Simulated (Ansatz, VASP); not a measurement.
# Cross-check of TaSeS (2H-TaSSe monolayer) between VASP and Ansatz

Wanted: the spread between two codes on one cell, functional and k mesh. The structure shown is the start of the Ansatz relaxation below; VASP solves that cell, so the two are compared at the walk's first step.

Method: plane waves, with VASP 6.6.1 beside it; single point at PBEsol with D3(BJ), in Ansatz 0.2.0.

## (1) Set-up

The cell holds 3 atoms: 1 Se, 1 Ta and 1 S. Its edges and angles: a = 3.405 Å, b = 3.405 Å, c = 38.225 Å, α = 90.0°, β = 90.0°, γ = 120.0°. Vacuum lies along c.

## (2) Ansatz: relaxation, PBEsol with D3(BJ)

Ansatz runs on its default PAW (the set named soft_2) files.

The two programs are compared at the cell with which this relaxation starts, whose forces are those of its first step.

input.yaml

```yaml
crystal:
  lattice:
    - [3.405, 0.0, 0.0]
    - [-1.7025, 2.9488164999, 0.0]
    - [0.0, 0.0, 38.2245384125]
  atoms:
    - { symbol: Se, position: [0.3333333333, 0.6666666667, 0.4525888531] }
    - { symbol: Ta, position: [0.0, 0.0, 0.5028961436], spin: 1.0 }
    - { symbol: S, position: [0.3333333333, 0.6666666667, 0.5474111469] }
  periodic: [true, true, false]
magnetization:
  spin_polarized: true
kpoints:
  mp_grid: { grid: [12, 12, 1] }
hamiltonian:
  xc: pbesol
  dispersion: d3bj
scf:
  occupations: { method: fermi_dirac, width: 0.05 }
  convergence: { dr2_threshold: 1.0e-09 }
relax:
  f_tol: 0.004
  max_steps: 90
  cell: {}
output:
  write_potential: true
  write_density: true
  volumetric_format: npy
```

Started as:

```console
ansatz run input.yaml --threads 4 --pin off --max-ram 6144MiB --backend cpu --events-out ev --progress --plain --runs-dir out
```

Numbers of over 12 decimals in the logs are rounded to 6 here.

Log:

```text
Warning: relax.cell: scf.convergence.dr2_threshold = 1e-9 eV is looser than the 1.6161350882e-10 eV advised for a relaxation that steers and ends on the stress (1e-10 eV for each atom of the cell: 3, times the square of relax.cell.stress_2d_tol = 0.05 N/m over 13.6 Å (the atoms' height at the walk's start and 5 Å past either face), 3.670e-2 GPa, over a crystal's default 0.05). What an SCF threshold leaves in a stress goes as its square root, and in the free energy as the threshold itself, and one threshold admits the most on a small cell: [figures from the program's tests cut] Set scf.convergence.dr2_threshold to 1.6161350882e-10 eV or tighter. [rest of the remark cut]
Engine: ansatz 0.2.0, x86_64-unknown-linux-gnu
Pseudopotentials: kind: paw
Pseudopotential: Se, paw, valence charge 16, recommended cutoff 420 eV (normal), Se.paw.azcp
Pseudopotential: Ta, paw, valence charge 13, recommended cutoff 420 eV (normal), Ta.paw.azcp
Pseudopotential: S, paw, valence charge 6, recommended cutoff 420 eV (normal), S.paw.azcp
Functional definition: PBEsol
  exchange = pbesol_x
  correlation = pbesol_c
Crystal: 3 atoms, lattice volume = 383.802 Å³
Basis set: ecut = 420 eV, 7495 PW (Γ), exchange–correlation on 48×48×512 points (8 copies of the dense FFT grid, shifted against one another)
Bands: 22, of which v1, the nominal top of the filled ones, is band 18 counted from 1 (17 counted from 0)
Symmetry: 6 space group operations
Space group: P3m1 (ITA 156), of the structure as read, at distance tolerance 7.3e-5 Å
Magnetic group: BNS 156.49 (UNI 1279), of the structure as read, at distance tolerance 7.3e-5 Å
k-points: 19 of 144 (time reversal used)
Non-local potential: Se, projectors of the file, l = 0: 2, l = 1: 2, l = 2: 3, l = 3: 1
Non-local potential: Ta, projectors of the file, l = 0: 3, l = 1: 2, l = 2: 2, l = 3: 1
Non-local potential: S, projectors of the file, l = 0: 2, l = 1: 2, l = 2: 2
PAW form: soft (Blöchl's): semilocal exchange-correlation on the pseudo side does not see the compensation charge
PAW frozen core: Se, regenerated for the run's functional, and the local potential with it (the file was generated under x = pbe(κ = 0.804, μ = 0.219515), c = pbe(β = 0.066725))
PAW frozen core: Ta, regenerated for the run's functional, and the local potential with it (the file was generated under x = pbe(κ = 0.804, μ = 0.219515), c = pbe(β = 0.066725))
PAW frozen core: S, regenerated for the run's functional, and the local potential with it (the file was generated under x = pbe(κ = 0.804, μ = 0.219515), c = pbe(β = 0.066725))
PAW one-centre angular grid: Se, 590 points (default); XC on 64 Gauss nodes
PAW one-centre angular grid: Ta, 590 points (default); XC on 64 Gauss nodes
PAW one-centre angular grid: S, 110 points (default); XC on 64 Gauss nodes
Initial density: superposition of atomic densities (neutral atoms: chi_scale 0, normalization atom)
Starting moments: Σ|m| = 1 μB on 1 of 3 sites
Initial wavefunctions: pseudopotential atomic-orbital guess
Functional: x = pbesol(κ = 0.804, μ = 0.123457), c = pbesol(β = 0.046)
SCF iter   1: F=—  HF=-16118.956169 eV  |F-HF|=—  |Δ(HF+E_count)|=         —  Δρ=9.39e-3 (↑9.39e-3 ↓7.58e-3)  dr2=1.54e0  dr2_m=2.80e-2  M=0.704 μB ∫|m|=0.783 μB  β_m=0.30  ethr=3.10e-3  ⟨swp⟩=15.2  Hψ=6611  notcnv=0
Mixer restart at iter 1: flushing history
preconditioner: auto → LDOS  [metal: Δε(μ)=0.094 eV  Ē_g=8.138 eV  σ=0.050 eV  W_gap=0.42  n_scr=22 (ndim 8)  ℏωp=7.8 eV  f_vac=0.797  D(μ)=1.53/eV (n_scr^D=10)]
spin=Collinear: LDOS preconditioning applied to the charge; magnetization (m = ρ↑ − ρ↓) channel mixes plain (no charge-response kernel on spin).
SCF iter   2: F=—  HF=-16118.628361 eV  |F-HF|=—  |Δ(HF+E_count)|=   3.28e-1  Δρ=6.29e-3 (↑6.29e-3 ↓5.03e-3)  dr2=5.95e-1  dr2_m=1.45e-2  M=0.700 μB ∫|m|=0.764 μB  β_m=0.51  ethr=3.10e-3  ⟨swp⟩=2.8  Hψ=1517  notcnv=0
SCF iter   3: F=—  HF=-16118.502320 eV  |F-HF|=—  |Δ(HF+E_count)|=   1.26e-1  Δρ=1.74e-3 (↑1.74e-3 ↓1.74e-3)  dr2=2.42e-2  dr2_m=1.90e-3  M=0.662 μB ∫|m|=0.695 μB  β_m=0.70  ethr=1.70e-3  ⟨swp⟩=3.7  Hψ=1805  notcnv=0
SCF iter   4: F=—  HF=-16118.515022 eV  |F-HF|=—  |Δ(HF+E_count)|=         —  Δρ=1.32e-3 (↑1.32e-3 ↓8.06e-4)  dr2=5.48e-3  dr2_m=3.45e-3  M=0.537 μB ∫|m|=0.552 μB  β_m=0.70  ethr=6.90e-5  ⟨swp⟩=3.2  Hψ=1933  notcnv=0
[...]
relax step   5: F+E_penalty+E_count = -16119.25244253 eV  Δ(F+E_penalty+E_count) = -3.264e-5 eV  max|allowed force component| = 2.015e-3 eV/Å  Δτ_max = 0.0017 Å  P = -0.010 N/m  Ω = 367.800 Å³  energy of the carried Pulay correction = +3.631e-4 eV  fix = [c, alpha, beta]  reactions: c -0.000 N/m  (9 SCF iters, accepted)
Initial wavefunctions: pseudopotential atomic-orbital guess (no wavefunctions were taken with the density)
iter 1 solved again at ethr=1.41e-7 eV; its pass at ethr=3.10e-3 eV (dr2=4.94e-5 eV) is discarded
SCF iter   1: F=—  HF=-16119.252065 eV  |F-HF|=—  |Δ(HF+E_count)|=         —  Δρ=8.73e-6 (↑8.72e-6 ↓8.73e-6)  dr2=1.29e-7  dr2_m=1.44e-11  M=-0.000 μB ∫|m|=0.000 μB  β_m=0.65  ethr=1.41e-7  ⟨swp⟩=6.6  Hψ=10900  notcnv=0
preconditioner: auto → Resta (q_TF=auto, 1.843 Å⁻¹)  ε∞=1.8  [insulator: Δε(μ)=0.114 eV  Ē_g=8.663 eV  σ=0.050 eV  W_gap=0.51  n_scr=22 (ndim 8)  ℏωp=8.0 eV  f_vac=0.813  D(μ)=2.29/eV (n_scr^D=12)  ε∞_Penn≈1.8  vacuum switching on, ρ_ref=5.4e-3 e/Å³]
spin=Collinear: Resta preconditioning applied to the charge; magnetization (m = ρ↑ − ρ↓) channel mixes plain (no charge-response kernel on spin).
SCF iter   2: F=—  HF=-16119.252068 eV  |F-HF|=—  |Δ(HF+E_count)|=   3.03e-6  Δρ=3.23e-6 (↑3.22e-6 ↓3.23e-6)  dr2=2.30e-8  dr2_m=7.82e-12  M=-0.000 μB ∫|m|=0.000 μB  β_m=0.52  ethr=3.68e-10  ⟨swp⟩=4.4  Hψ=2367  notcnv=0
SCF iter   3: F=—  HF=-16119.252068 eV  |F-HF|=—  |Δ(HF+E_count)|=   1.94e-8  Δρ=1.35e-6 (↑1.34e-6 ↓1.35e-6)  dr2=1.26e-8  dr2_m=5.63e-12  M=-0.000 μB ∫|m|=0.000 μB  β_m=0.56  ethr=6.57e-11  ⟨swp⟩=2.7  Hψ=1598  notcnv=0
SCF iter   4: F=—  HF=-16119.252068 eV  |F-HF|=—  |Δ(HF+E_count)|=   7.58e-9  Δρ=6.09e-7 (↑6.09e-7 ↓6.09e-7)  dr2=4.90e-8  dr2_m=3.27e-12  M=-0.000 μB ∫|m|=0.000 μB  β_m=0.40  ethr=3.59e-11  ⟨swp⟩=3.0  Hψ=1366  notcnv=0  recentre
SCF iter   5: F=—  HF=-16119.252068 eV  |F-HF|=—  |Δ(HF+E_count)|=   3.89e-9  Δρ=5.13e-7 (↑5.07e-7 ↓5.13e-7)  dr2=2.49e-9  dr2_m=3.13e-12  M=-0.000 μB ∫|m|=0.000 μB  β_m=0.43  ethr=3.59e-11  ⟨swp⟩=2.7  Hψ=1165  notcnv=0
SCF iter   6: F=-16119.252068 eV  HF=-16119.252068 eV  |F-HF|=6.55e-10  |Δ(HF+E_count)|=  3.17e-10  Δρ=1.06e-7 (↑1.04e-7 ↓1.06e-7)  dr2=1.17e-10  dr2_m=9.47e-13  M=-0.000 μB ∫|m|=0.000 μB  ethr=2.86e-12  ⟨swp⟩=13.2  Hψ=6908  notcnv=0
the starting moments were not kept: the SCF closed with an absolute magnetisation of 6.5e-6 μB, where they sum to 1 μB in size (1 site). That is at most 0.1 of that sum. Measured as dr2_m measures the in/out step, that magnetisation stands 5.4e-12 eV from none, at or under the dr2_threshold of 1.0e-9 eV: it is no larger than a step whose dr2_m would equal this threshold.
SCF 6 converged in 6 iterations: F = -16119.252068 eV  dr2 = 1.17e-10
relax step   6: F+E_penalty+E_count = -16119.25206760 eV  Δ(F+E_penalty+E_count) = +3.749e-4 eV  max|allowed force component| = 2.024e-3 eV/Å  Δτ_max = 0.0000 Å  P = -0.011 N/m  Ω = 367.800 Å³  fix = [c, alpha, beta]  reactions: c -0.000 N/m  stress off target by 1.09e-2 N/m on what of the cell is left free  SCF on the basis re-selected at this cell (its energy is not comparable with the rows above)  (6 SCF iters)
basis re-selected at this cell: Δ(F+E_penalty+E_count) = +3.749e-4 eV, ΔP = -0.001 N/m vs the last step (what re-selecting the basis moved, of the pressure what is left beyond the Pulay correction that the steps carried, after the strain that the cell walked since its last selection, with what the two solves' SCF thresholds leave and, on support functions, any second-order correction that the steps lacked; it is no m [...]
WARN: The output density's exchange-correlation potential varies sharply where the density is thin. Do not read a vacuum level from v_tot or v_xc, or from such a field of the output density. On a cell that repeats whose density bears no net charge and no dipole along the vacuum's axis use v_es (v_loc + v_h of the components); under efield.dipole_correction with no amplitude use v_es + v_field, which holds any externa [...]
SCF converged after 6 iterations
Magnetization: -0.0000 μB (17.5000 up, 17.5000 down)
Absolute magnetization: 0.0000 μB (∫|ρ↑−ρ↓|, with the PAW one-centre terms)
Spin contamination: 0.0000 ħ² per cell (⟨S²⟩ above its minimum at these occupations)
Per-site moments (μB) at R_I (Å): [(-1.2936640517511811e-7, 1.065012), (-2.693476419844011e-6, 1.008820), (-3.36385911362293e-7, 1.008820)]
Free energy (F): -16119.252068 eV
Harris-Foulkes:  -16119.252068 eV  (|F-HF|=6.55e-10)
Internal energy: -16119.232537 eV  (E = F + TS)
E sigma→0 (E₀):  -16119.242302 eV
Entropy (-TS):   -0.019530 eV (-6.510 meV/atom)
Fermi energy:    -5.617684 eV
--- Per-component energies (eV) ---
  E_band       = -1096.911870
  E_kinetic    = 593.781209
  E_local      = -95917.490299  (includes V_loc(G=0)·N_el)
  E_nonlocal   = -546.969309
  E_hartree    = 47533.424427
  E_xc         = -417.533715
  E_vxc        = -390.631878  (∫ρ·V_xc dr)
  E_paw        = -10724.581742  (= ΣΔE_a)
  E_vpaw       = 97.550049  (= ΣTr[D̂ρ^β])
  E_aug_tail   = -0.000434  (compensation charges beyond the density's cutoff)
  E_ewald      = 43359.625628
  E_disp       = -0.772348  (pairwise vdW)
  E_core_change = 1.284046  (= ΣΔE_core)
  E_smearing   = -0.019530  (= −TS)
  E_closure    = -0.000000  (closes the sum)
  Σ components = -16119.252068   (vs F -16119.252068, Δ=0.00e0)
--- Forces (eV/Å), atoms counted from 1 ---
  atom   1  Se     0.00000000    -0.00000000    -0.00159632
  atom   2  Ta    -0.00000000    -0.00000000     0.00202359
  atom   3  S      0.00000000    -0.00000000    -0.00042998
  max |Σ_I F_I| component: 2.72e-6 eV/Å
--- 2D stress c σ (N/m, compression-positive) ---
       -0.010868       0.000000      -0.000000
        0.000000      -0.010868       0.000000
       -0.000000       0.000000      -0.000000
  P = ½ c Tr σ = -0.0109 N/m
--- Band table (eV; the first three rows and the last of 38) ---
  k-point 0 ↑: bands = [... 14 lower, -7.3791, -6.3973, -6.3973, -4.7824, -2.2162, -2.2162, -2.0929, -2.0929]
  k-point 1 ↑: bands = [... 14 lower, -7.5019, -6.5339, -6.4919, -4.8577, -2.4535, -2.2624, -2.1870, -1.9985]
  k-point 2 ↑: bands = [... 14 lower, -7.8671, -6.7763, -6.7040, -5.1695, -2.8233, -2.3684, -2.2274, -1.5046]
  k-point 18 ↓: bands = [... 14 lower, -9.0745, -8.4628, -7.4201, -4.9557, -3.2090, -1.6348, -0.9972, 0.2970]
  the weakly bound empty levels are not read free of the cell's end (no_gap_told)
--- Relaxed structure (5 steps of the walk, 5 accepted, 1 SCFs on fresh bases) ---
  F+E_penalty+E_count = -16119.25206760 eV   max|allowed force component| = 2.024e-3 eV/Å   (the final SCF, on the basis selected at the relaxed cell)
  cell:  # Å, volume = 367.8003 Å³
    - [3.333263, 0.0, 0]
    - [-1.666632, 2.886690, 0]
    - [0, 0, 38.2245384125]
  atoms:
    - { symbol: Se, position: [0.333333, 0.666667, 0.457787] }
    - { symbol: Ta, position: [-1.1793927687668023e-19, -3.700743415524895e-17, 0.502814] }
    - { symbol: S, position: [0.333333, 0.666667, 0.542295] }
```

Reading the cycles: dr2 is the Hartree energy of the density residual (eV), the measure of convergence; HF is the Harris–Foulkes estimate of the energy, which meets the free energy F at convergence.

[end of part 1 of 2]

[Lines on the potential files, build, host, timing and source positions are cut from VASP's logs without a mark.]

[Logs are printed without paths, hosts, clocks, repeated set-up lines and the standing remarks that a program may print on its own settings, such as how far it seeks lower states.]

[Hosts, paths, dates, database ids (printed as entryN), source tags and the programs' standing remarks are cut or masked in the printed files.]
